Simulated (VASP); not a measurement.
Energy against volume of CdSe (wurtzite). Level of theory: MS2 meta-GGA, VASP's PBE PAW potentials (set 64) (plane waves; VASP 6.6.1). Settings: 520 eV cut-off, 6×6×3 Γ-centred mesh, Gaussian smearing of 0.050 eV, potentials Cd Se.

Shape and ions are relaxed at each volume.

```tsv
V (Å³/atom)	E (eV/atom)
27.065	-1.69257
27.929	-1.70657
28.793	-1.71090
29.657	-1.70707
```

Question: Fit these four points and predict the energy of the run at 30.520 Å³/atom.

Answer: A cubic in V^(−2/3), the third-order Birch-Murnaghan form, passes through the four points with V0 = 28.80 Å³/atom and B0 = 50 GPa, and gives -1.6964 eV/atom there. The run gave -1.6963 eV/atom, +0.1 meV/atom from the fit; all five points give B0 = 50 GPa.

The compound is CdSe in the wurtzite structure. It was relaxed first.
